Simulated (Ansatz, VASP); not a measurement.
# Cross-check of WS2 between VASP and Ansatz, part 2 of 3

One calculation is typed for both programs; each brings its own data sets. How far apart do they land? Of the first pair: The structure shown is the end of the Ansatz relaxation below.

VASP 6.6.1 and Ansatz 0.2.0.

So far: The structure; Ansatz: relaxation, PBEsol with D3(BJ).

**3. VASP: single point, PBEsol with D3(BJ), relaxed cell, pair 1**

Level of this step: PBEsol with D3(BJ), no spin polarisation; plane waves and PAW (W, S) (VASP).

The same cell, functional and mesh now go to VASP, with its own data sets.

Lines of VASP's logs that name or quote its potential files are left out, and so is its time.

File INCAR:

```
SYSTEM = WS2
PREC = Accurate
ENCUT = 520
EDIFF = 1E-06
NELM = 120
ISMEAR = 0
SIGMA = 0.01
LREAL = .FALSE.
ALGO = Normal
GGA = PS
IVDW = 12
NBANDS = 48
LASPH = .TRUE.
LORBIT = 11
LWAVE = .FALSE.
LCHARG = .FALSE.
ISIF = 2
LDIPOL = .TRUE.
IDIPOL = 3
DIPOL = 0.5 0.5 0.281
LVHAR = .TRUE.
GGA_COMPAT = .FALSE.
EFERMI = MIDGAP
NELMDL = -8
KPAR = 2
```

File POSCAR:

```
WS2
1.0
    3.1171411123      0.0000000000      0.0000000000
   -1.5585705562      2.6995233905      0.0000000000
    0.0000000000      0.0000000000     67.1000602000
W S
4 8
Direct
    0.3333333333      0.6666666667      0.1488456296
    0.6666666667      0.3333333333      0.2366785738
    0.3333333333      0.6666666667      0.3244237544
    0.6666666667      0.3333333333      0.4122566986
    0.6666666667      0.3333333333      0.1253903642
    0.6666666667      0.3333333333      0.1722877760
    0.3333333333      0.6666666667      0.2132572660
    0.3333333333      0.6666666667      0.2600988878
    0.6666666667      0.3333333333      0.3010034404
    0.6666666667      0.3333333333      0.3478450622
    0.3333333333      0.6666666667      0.3888145522
    0.3333333333      0.6666666667      0.4357119640
```

File KPOINTS:

```
Automatic mesh
0
Gamma
9 9 1
0 0 0
```

The projector-augmented-wave data sets are W and S (PBE family, release 64).

The run is started by

```bash
> mpirun -np 2 vasp_std
```

Numbers of over 12 decimals in the logs are rounded to 6 here.

What it wrote:

```text
[banner, memory and clock lines left out]
running    2 mpi-ranks, on    1 nodes
 distrk:  each k-point on    1 cores,    2 groups
 distr:  one band on    1 cores,    1 groups

 POSCAR found type information on POSCAR W S
 POSCAR found :  2 types and      12 ions
|                                                                             |
|               ----> ADVICE to this user running VASP <----                  |
|                                                                             |
|     You enforced a specific xc type in the INCAR file but a different       |
|     [... a line on the potential file left out ...]
|     I HOPE YOU KNOW WHAT YOU ARE DOING!                                     |
|                                                                             |

 LDA part: xc-table for (Slater+PW92), standard interpolation
|                                                                             |
|           W    W    AA    RRRRR   N    N  II  N    N   GGGG   !!!           |
|           W    W   A  A   R    R  NN   N  II  NN   N  G    G  !!!           |
|           W    W  A    A  R    R  N N  N  II  N N  N  G       !!!           |
|           W WW W  AAAAAA  RRRRR   N  N N  II  N  N N  G  GGG   !            |
|           WW  WW  A    A  R   R   N   NN  II  N   NN  G    G                |
|           W    W  A    A  R    R  N    N  II  N    N   GGGG   !!!           |
|                                                                             |
|     One of the lattice vectors is very long (>50 A), but AMIN is rather     |
|     large. This can spoil convergence since charge sloshing might occur     |
|     along the long lattice vector. If problems with convergence are         |
|     observed, try to decrease AMIN to a smaller value (e.g. 0.01).          |
|     Note: This warning only applies if the self-consistency cycle is        |
|     used.                                                                   |
|                                                                             |

 POSCAR, INCAR and KPOINTS ok, starting setup
 FFT: planning ... GRIDC
 FFT: planning ... GRID_SOFT
 FFT: planning ... GRID
 WAVECAR not read
 entering main loop
       N       E                     dE             d eps       ncg     rms          rms(c)
DAV:   1     0.577614999850E+03    0.57761E+03   -0.26787E+04  1176   0.117E+03
DAV:   2    -0.251064921567E+02   -0.60272E+03   -0.58053E+03  1672   0.250E+02
DAV:   3    -0.103393769889E+03   -0.78287E+02   -0.77407E+02  1344   0.968E+01
DAV:   4    -0.106227557455E+03   -0.28338E+01   -0.28155E+01  1648   0.209E+01
DAV:   5    -0.106315582466E+03   -0.88025E-01   -0.87816E-01  1688   0.340E+00
DAV:   6    -0.106317851915E+03   -0.22694E-02   -0.22659E-02  1656   0.584E-01
DAV:   7    -0.106317958913E+03   -0.10700E-03   -0.10694E-03  1736   0.108E-01
DAV:   8    -0.106317962659E+03   -0.37457E-05   -0.37437E-05  1488   0.186E-02    0.602E+01
DAV:   9    -0.102020452003E+03    0.42975E+01   -0.17078E+01  1648   0.149E+01    0.273E+01
DAV:  10    -0.101450983184E+03    0.56947E+00   -0.65301E+00  1448   0.105E+01    0.121E+01
DAV:  11    -0.101183806310E+03    0.26718E+00   -0.99230E-01  1480   0.463E+00    0.215E+00
DAV:  12    -0.101170382360E+03    0.13424E-01   -0.18181E-01  1616   0.166E+00    0.971E-01
DAV:  13    -0.101165212762E+03    0.51696E-02   -0.47088E-02  1520   0.932E-01    0.634E-01
DAV:  14    -0.101164438727E+03    0.77403E-03   -0.91726E-03  1520   0.405E-01    0.163E-01
[...]
DAV:  24    -0.101164484614E+03   -0.25609E-04   -0.64292E-07   936   0.267E-03    0.247E-03
DAV:  25    -0.101164496957E+03   -0.12343E-04   -0.32293E-07   944   0.173E-03    0.205E-03
DAV:  26    -0.101164502952E+03   -0.59955E-05   -0.42091E-08   768   0.811E-04    0.145E-03
DAV:  27    -0.101164519337E+03   -0.16385E-04   -0.37833E-07   936   0.118E-03    0.856E-04
DAV:  28    -0.101164521044E+03   -0.17074E-05   -0.65080E-08   880   0.786E-04    0.963E-04
DAV:  29    -0.101164522619E+03   -0.15749E-05   -0.13226E-08   744   0.416E-04    0.312E-04
DAV:  30    -0.101164526194E+03   -0.35747E-05   -0.51125E-08   832   0.482E-04    0.567E-04
DAV:  31    -0.101164526829E+03   -0.63551E-06   -0.73158E-09   744   0.241E-04
   1 F= -.10563405E+03 E0= -.10563405E+03  d E =0.000000E+00
```

From OUTCAR (step 3):

```text
ion  position               nearest neighbor table
   1  0.333  0.667  0.149-   6 2.39   6 2.39   6 2.39   5 2.39   5 2.39   5 2.39
   2  0.667  0.333  0.237-   8 2.39   8 2.39   8 2.39   7 2.39   7 2.39   7 2.39
   3  0.333  0.667  0.324-   9 2.39   9 2.39   9 2.39  10 2.39  10 2.39  10 2.39
   4  0.667  0.333  0.412-  11 2.39  11 2.39  11 2.39  12 2.39  12 2.39  12 2.39
   5  0.667  0.333  0.125-   1 2.39   1 2.39   1 2.39
   6  0.667  0.333  0.172-   1 2.39   1 2.39   1 2.39
   7  0.333  0.667  0.213-   2 2.39   2 2.39   2 2.39
   8  0.333  0.667  0.260-   2 2.39   2 2.39   2 2.39
   9  0.667  0.333  0.301-   3 2.39   3 2.39   3 2.39
  10  0.667  0.333  0.348-   3 2.39   3 2.39   3 2.39
  11  0.333  0.667  0.389-   4 2.39   4 2.39   4 2.39
  12  0.333  0.667  0.436-   4 2.39   4 2.39   4 2.39

  LATTYP: Found a hexagonal cell.
 ALAT       =     3.1171411123
 C/A-ratio  =    21.5261541851

 Subroutine GETGRP returns: Found 12 space group operations
 (whereof  6 operations were pure point group operations)

The static configuration has the point symmetry C_3v.
 The point group associated with its full space group is D_3d.

 Found     12 irreducible k-points:

   k-points           NKPTS =     12   k-points in BZ     NKDIM =     12   number of bands    NBANDS=     48

   dimension x,y,z NGX =    24 NGY =   24 NGZ =  500
   dimension x,y,z NGXF=    48 NGYF=   48 NGZF= 1000

   ENCUT  =  520.0 eV  38.22 Ry    6.18 a.u.   5.80  5.80124.76*2*pi/ulx,y,z

   NELECT =      72.0000    total number of electrons

 k-points in reciprocal lattice and weights: Automatic mesh
   0.00000000  0.00000000  0.00000000       0.012
   0.11111111  0.00000000  0.00000000       0.074
   0.22222222  0.00000000  0.00000000       0.074
   0.33333333  0.00000000  0.00000000       0.074
   0.44444444  0.00000000  0.00000000       0.074
   0.11111111  0.11111111  0.00000000       0.074
   0.22222222  0.11111111  0.00000000       0.148
   0.33333333  0.11111111  0.00000000       0.148
   0.44444444  0.11111111  0.00000000       0.074
   0.22222222  0.22222222  0.00000000       0.074
   0.33333333  0.22222222  0.00000000       0.148
   0.33333333  0.33333333  0.00000000       0.025

 dipolmoment           0.000000      0.000000     -0.000004 electrons x Angstroem

 average (electrostatic) potential at core
       1 -46.6302       2 -46.6319       3 -46.6319       4 -46.6302       5 -92.8448
       6 -92.8814       7 -92.8928       8 -92.8928       9 -92.8928      10 -92.8928
      11 -92.8815      12 -92.8448

 E-fermi :  -0.2210

 k-point     1 :       0.0000    0.0000    0.0000
  band No.  band energies     occupation
    ...
     32      -2.5452      2.00000
     33      -2.0140      2.00000
     34      -1.3123      2.00000
     35      -0.9238      2.00000
     36      -0.7090      2.00000
     37       1.5837      0.00000
     38       1.5837      0.00000
     39       1.5885      0.00000
     40       1.5885      0.00000
     41       1.6047      0.00000
    ...

 k-point     2 :       0.1111    0.0000    0.0000
  band No.  band energies     occupation
    ...
     32      -2.3050      2.00000
     33      -2.0039      2.00000
     34      -1.4934      2.00000
     35      -1.2737      2.00000
     36      -1.1777      2.00000
     37       1.2941      0.00000
     38       1.3297      0.00000
     39       1.4061      0.00000
     40       1.4070      0.00000
     41       1.4665      0.00000
    ...

 k-point     3 :       0.2222    0.0000    0.0000
  band No.  band energies     occupation
    ...
     32      -2.5856      2.00000
     33      -2.3023      2.00000
     34      -2.1948      2.00000
     35      -2.1850      2.00000
     36      -2.1658      2.00000
     37       0.6307      0.00000
     38       0.8309      0.00000
     39       1.1023      0.00000
     40       1.1175      0.00000
     41       1.2076      0.00000
    ...

 Edisp (eV)   -4.46952

  Total      -0.55963    -0.55963    -0.23623     0.00000     0.00000     0.00000
  in kB      -1.58799    -1.58799    -0.67033     0.00000     0.00000     0.00000
  external pressure =       -1.28 kB  Pullay stress =        0.00 kB

  energy-cutoff  :      520.00
  volume of cell :      564.63
      direct lattice vectors                 reciprocal lattice vectors
     3.117141112  0.000000000  0.000000000     0.320806779  0.185217880  0.000000000
    -1.558570556  2.699523391  0.000000000     0.000000000  0.370435760  0.000000000
     0.000000000  0.000000000 67.100060200     0.000000000  0.000000000  0.014903116

 POSITION                                       TOTAL-FORCE (eV/Angst)
 -----------------------------------------------------------------------------------
     -0.00000      1.79968      9.98755         0.000000     -0.000000     -0.002226
      1.55857      0.89984     15.88115        -0.000000      0.000000     -0.000221
     -0.00000      1.79968     21.76885         0.000000     -0.000000      0.000221
      1.55857      0.89984     27.66245        -0.000000      0.000000      0.002226
      1.55857      0.89984      8.41370         0.000000      0.000000      0.014518
      1.55857      0.89984     11.56052         0.000000      0.000000     -0.014883
     -0.00000      1.79968     14.30958        -0.000000      0.000000      0.014340
     -0.00000      1.79968     17.45265        -0.000000      0.000000     -0.014048
      1.55857      0.89984     20.19735         0.000000      0.000000      0.014048
      1.55857      0.89984     23.34042         0.000000      0.000000     -0.014340
     -0.00000      1.79968     26.08948        -0.000000     -0.000000      0.014883
     -0.00000      1.79968     29.23630         0.000000     -0.000000     -0.014518
 -----------------------------------------------------------------------------------
    total drift:                               -0.000000      0.000000     -0.000122

  FREE ENERGIE OF THE ION-ELECTRON SYSTEM (eV)
  ---------------------------------------------------
  free  energy   TOTEN  =      -105.6340490465 eV

  energy  without entropy=     -105.6340490465  energy(sigma->0) =     -105.63404905

 vacuum level on the upper side and lower side of the slab         4.275         4.275

 total charge
# of ion       s       p       d       tot
------------------------------------------
    1        0.576   0.747   4.354   5.676
    2        0.577   0.747   4.360   5.683
    3        0.577   0.747   4.360   5.683
    4        0.576   0.747   4.354   5.676
    5        1.353   2.354   0.000   3.707
    6        1.356   2.350   0.000   3.706
    7        1.356   2.350   0.000   3.706
    8        1.356   2.350   0.000   3.706
    9        1.356   2.350   0.000   3.706
   10        1.356   2.350   0.000   3.706
   11        1.356   2.350   0.000   3.706
   12        1.353   2.354   0.000   3.707
--------------------------------------------------
tot         13.147  21.797  17.427  52.371

[... 3 further parts left out ...]
```

The run ends at a pressure of -0.13 GPa, with forces up to 0.015 eV/Å.

**4. Comparison**

Known differences besides the potentials themselves: fixed occupations in Ansatz, narrow Gaussian smearing in VASP; Ansatz cuts the interaction across the vacuum, VASP repeats the sheet with a dipole correction; the data sets hold 104 valence electrons in Ansatz (on its PAW soft_1 files) and 72 in VASP; the cutoff is 420 eV in Ansatz and 520 eV in VASP; Ansatz makes its cores anew for this functional, VASP keeps those of its PBE data sets. Total energies have different zeros and are not compared.

Compared:

| quantity | Ansatz | VASP | difference |
| --- | --- | --- | --- |
| gap on the k mesh (eV) | 0.949 | 0.976 | -0.027 |

At this near-relaxed geometry the largest component of a force difference is 15 meV/Å. A gap on the mesh is an upper bound, since the band edges may lie between its points; neither run holds spin-orbit coupling, which can move the band edges of a compound of W. With vacuum in the cell, a pressure given here is an average over mostly empty space and none of the material.

**5. Ansatz: relaxation, PBEsol with D3(BJ)**

The two programs are compared at the cell with which this relaxation starts, whose forces are those of its first step.

The structure compared here is the start of the Ansatz relaxation; VASP solves that cell, so the two are compared at the walk's first step.

File input.yaml:

```yaml
crystal:
  lattice:
    - [3.16, 0.0, 0.0]
    - [-1.58, 2.73664, 0.0]
    - [0.0, 0.0, 37.65]
  atoms:
    - { symbol: W, position: [0.333333, 0.666667, 0.254183] }
    - { symbol: S, position: [0.666667, 0.333333, 0.212483] }
    - { symbol: S, position: [0.666667, 0.333333, 0.295883] }
    - { symbol: W, position: [0.666667, 0.333333, 0.418061] }
    - { symbol: S, position: [0.333333, 0.666667, 0.376361] }
    - { symbol: S, position: [0.333333, 0.666667, 0.459761] }
    - { symbol: W, position: [0.333333, 0.666667, 0.581939] }
    - { symbol: S, position: [0.666667, 0.333333, 0.540239] }
    - { symbol: S, position: [0.666667, 0.333333, 0.623639] }
    - { symbol: W, position: [0.666667, 0.333333, 0.745817] }
    - { symbol: S, position: [0.333333, 0.666667, 0.704117] }
    - { symbol: S, position: [0.333333, 0.666667, 0.787517] }
  periodic: [true, true, false]
kpoints:
  mp_grid: { grid: [9, 9, 1] }
hamiltonian:
  xc: pbesol
  dispersion: d3bj
  pseudopotentials: { kind: paw, azcp: { folder: soft_1 }, xc_functional: pbe }
scf:
  occupations: { method: gaussian, width: 0.02 }
output:
  forces: true
  stress: true
  eigenvalues: true
relax:
  adjacent_minimum: "off"
  f_tol: 0.004
  max_steps: 80
  cell: { stress_2d_tol: 0.01 }
```

The run is started by

```bash
> ansatz run input.yaml --threads 8 --pin off --max-ram 20480MiB --backend cpu --events-out ev --progress --plain --runs-dir out
```

What it wrote:

```text
[...]
- { symbol: S, position: [0.333333, 0.666667, 0.213257] }
    - { symbol: S, position: [0.333333, 0.666667, 0.260099] }
    - { symbol: W, position: [0.333333, 0.666667, 0.324424] }
    - { symbol: S, position: [0.666667, 0.333333, 0.301003] }
    - { symbol: S, position: [0.666667, 0.333333, 0.347845] }
    - { symbol: W, position: [0.666667, 0.333333, 0.412257] }
    - { symbol: S, position: [0.333333, 0.666667, 0.388815] }
    - { symbol: S, position: [0.333333, 0.666667, 0.435712] }
[key lines of the parts left out:]
SCF converged after 11 iterations
Free energy (F): -48124.673359 eV
Fermi energy:    -4.507289 eV
P = ½ c Tr σ = -0.0014 N/m
```

**6. VASP: single point, PBEsol with D3(BJ), start cell, pair 2**

The same cell, functional, mesh and smearing now go to VASP, with its own data sets.

INCAR: that of step 3 with these lines changed.

```diff
@@ -6,3 +6,3 @@
 ISMEAR = 0
-SIGMA = 0.01
+SIGMA = 0.02
 LREAL = .FALSE.
```

File POSCAR:

```
WS2
1.0
    3.1600000000      0.0000000000      0.0000000000
   -1.5800000000      2.7366400000      0.0000000000
    0.0000000000      0.0000000000     67.1000600000
W S
4 8
Direct
    0.3333333942      0.6666667885      0.1426226743
    0.6666666058      0.3333332115      0.2345750063
    0.3333333942      0.6666667885      0.3265273235
    0.6666666058      0.3333332115      0.4184796556
    0.6666666058      0.3333332115      0.1192247071
    0.6666666058      0.3333332115      0.1660206414
    0.3333333942      0.6666667885      0.2111770392
    0.3333333942      0.6666667885      0.2579729735
    0.6666666058      0.3333332115      0.3031293564
    0.6666666058      0.3333332115      0.3499252907
    0.3333333942      0.6666667885      0.3950816885
    0.3333333942      0.6666667885      0.4418776228
```

KPOINTS is that of step 3.

The run is started by

```bash
> mpirun -np 2 vasp_std
```

What it wrote:

```text
[banner, memory and clock lines left out]
running    2 mpi-ranks, on    1 nodes
[...]
[... a notice as in an earlier step ...]

 LDA part: xc-table for (Slater+PW92), standard interpolation
 [... a notice as in an earlier step ...]

 POSCAR, INCAR and KPOINTS ok, starting setup
[...]
entering main loop
       N       E                     dE             d eps       ncg     rms          rms(c)
DAV:   1     0.561746230549E+03    0.56175E+03   -0.26472E+04  1176   0.116E+03
DAV:   2    -0.254720167826E+02   -0.58722E+03   -0.56296E+03  1664   0.248E+02
DAV:   3    -0.103791256118E+03   -0.78319E+02   -0.77460E+02  1360   0.968E+01
DAV:   4    -0.106600285205E+03   -0.28090E+01   -0.27889E+01  1592   0.208E+01
[...]
DAV:  29    -0.101281100527E+03   -0.17963E-05   -0.12094E-08   752   0.359E-04    0.582E-04
DAV:  30    -0.101281102554E+03   -0.20269E-05   -0.29139E-08   784   0.459E-04    0.305E-04
DAV:  31    -0.101281102859E+03   -0.30481E-06   -0.22058E-09   744   0.321E-04
   1 F= -.10545271E+03 E0= -.10545271E+03  d E =0.000000E+00
```

OUTCAR, selected parts (step 6):

```text
 Edisp (eV)   -4.17160

  Total      -7.27972    -7.27972    -5.56109     0.00000     0.00000     0.00000
  in kB     -20.10007   -20.10007   -15.35475     0.00000     0.00000     0.00000
  external pressure =      -18.52 kB  Pullay stress =        0.00 kB

 POSITION                                       TOTAL-FORCE (eV/Angst)
 -----------------------------------------------------------------------------------
     -0.00000      1.82443      9.56999         0.000000      0.000000      0.058420
      1.58000      0.91221     15.74000         0.000000      0.000000      0.002127
     -0.00000      1.82443     21.91000        -0.000000      0.000000     -0.002127
      1.58000      0.91221     28.08001        -0.000000      0.000000     -0.058420
      1.58000      0.91221      7.99998        -0.000000      0.000000      0.264504
      1.58000      0.91221     11.13999         0.000000     -0.000000     -0.165365
     -0.00000      1.82443     14.16999         0.000000     -0.000000      0.188316
     -0.00000      1.82443     17.31000         0.000000      0.000000     -0.185812
      1.58000      0.91221     20.34000         0.000000      0.000000      0.185812
      1.58000      0.91221     23.48001        -0.000000     -0.000000     -0.188316
     -0.00000      1.82443     26.51001        -0.000000     -0.000000      0.165365
     -0.00000      1.82443     29.65002        -0.000000     -0.000000     -0.264504
 -----------------------------------------------------------------------------------
    total drift:                               -0.000000      0.000000     -0.000085

  FREE ENERGIE OF THE ION-ELECTRON SYSTEM (eV)
  ---------------------------------------------------
  free  energy   TOTEN  =      -105.4527055113 eV

  energy  without entropy=     -105.4527055113  energy(sigma->0) =     -105.45270551

[... 1 part as in an earlier step ...]

[... 2 further parts left out ...]
[key lines of the parts left out:]
E-fermi :  -0.3932
```

The run ends at a pressure of -1.85 GPa, with forces up to 0.26 eV/Å.

**7. Side by side**

What differs besides the data sets and the points named for the pairs above, as far as they apply: the data sets hold 104 valence electrons in Ansatz (on its PAW soft_1 files) and 72 in VASP; Ansatz takes its cutoff from its data sets, VASP runs at 520 eV. Total energies have different zeros and are not compared.

Forces on 7 of the 12 atoms, those with the largest forces and the largest differences (eV/Å; atoms numbered as in POSCAR):

| atom | Ansatz x, y, z | VASP x, y, z |
| --- | --- | --- |
| S5 | 0.000, 0.000, 0.237 | 0.000, 0.000, 0.265 |
| S7 | 0.000, 0.000, 0.161 | 0.000, 0.000, 0.188 |
| S8 | 0.000, 0.000, -0.159 | 0.000, 0.000, -0.186 |
| S9 | 0.000, 0.000, 0.159 | 0.000, 0.000, 0.186 |
| S10 | 0.000, 0.000, -0.161 | 0.000, 0.000, -0.188 |
| S11 | 0.000, 0.000, 0.139 | 0.000, 0.000, 0.165 |
| S12 | 0.000, 0.000, -0.237 | 0.000, 0.000, -0.265 |

The forces differ by 13 meV/Å r.m.s., which is 13.0 % of the r.m.s. force of 0.097 eV/Å (both taken over all components). With vacuum in the cell, a pressure given here is an average over mostly empty space and none of the material.

[end of part 2 of 3]

[Lines on the potential files, build, host, timing and source positions are cut from VASP's logs without a mark.]

[Logs are printed without paths, hosts, clocks, repeated set-up lines and the standing remarks that a program may print on its own settings, such as how far it seeks lower states.]

[Hosts, paths, dates, database ids (printed as entryN), source tags and the programs' standing remarks are cut or masked in the printed files.]
